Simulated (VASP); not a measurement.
Runs of VASP 6.6.1 on Al15NiN16 (a cell with a defect). The cell holds a defect, 32 atoms: a = 6.220 Å, b = 6.220 Å, c = 9.960 Å, α = 90.00°, β = 90.00°, γ = 120.00°. 

| task | spin | fixed moment (μB) | cell | mesh quality | gap on the mesh (eV) | moment (μB) | largest force (eV/Å) |
| --- | --- | --- | --- | --- | --- | --- | --- |
| single point | collinear, ferromagnetic start | - | as given | not flagged | 1.13 | 3.00 | 0.46 |
| relaxation of the atoms | collinear, ferromagnetic start | - | atoms relaxed | not flagged | 1.09 | 3.00 | 0.02 |
| single point | collinear, ferromagnetic start | 1 | as given | coarse | - | 1.00 | (b) |
| single point | off | - | as given | coarse | (a) | - | 0.47 |

Alike in all rows: level PBEsol+U; potentials or basis VASP PAW PBE potentials, release 64 (Ni, Al, N); Ni d U = 5 eV; k mesh 3 × 3 × 2; cutoff (eV) 450; smearing gaussian 0.03 eV.

Problem. Estimate the missing entries.

Solution. (a) none; (b) 0.65.

Caveats: some runs use coarse meshes; the PAW data sets were made with another functional, which shifts forces and pressure a little; the total moment is fixed, so each spin has its own Fermi level (some runs); U without spin polarisation on a metal has little footing (some runs).

A k mesh can miss the band edges.
